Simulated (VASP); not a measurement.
Data:

Space group Fm-3m (No. 225); a = 5.994 Å, b = 5.994 Å, c = 5.994 Å, α = 90.00°, β = 90.00°, γ = 90.00°

```json
[
 {"atom": "Al", "site": "8c", "symmetry": "-43m", "x": "0.2500", "y": "0.2500", "z": "0.2500"},
 {"atom": "Au", "site": "4a", "symmetry": "m-3m", "x": "0.0000", "y": "0.0000", "z": "0.0000"}
]
```
(The calculation used a cell of 3 atoms; values per cell refer to that cell.)

These are PBEsol GGA, VASP's PBE PAW potentials (set 64) (plane waves; VASP 6.6.1) values and carry that method's errors. Run with 480 eV cut-off, 8×8×8 Γ-centred mesh, first-order Methfessel-Paxton smearing of 0.10 eV, potentials Al Au.

Each relaxation starts from this cell; other phases were not tried.

Problem. The cell is relaxed at 2 GPa. What happens?

Solution. The volume per atom goes from 17.95 to 17.67 Å³ (-1.5 %), and the cell becomes a = b = c = 5.9630 Å, α = β = γ = 90.00°, space group Fm-3m.

Problem. The cell is relaxed at 20 GPa. What happens?

Solution. The volume per atom goes from 17.95 to 15.82 Å³ (-11.9 %), and the cell becomes a = b = c = 5.7468 Å, α = β = γ = 90.00°, space group Fm-3m.

Failed runs are left out, and for metals the shear rows, which the mesh's noise covers.

The compound is AuAl2 in the fluorite structure. The electron count is odd and the run is not spin-polarised, which forces a metal.
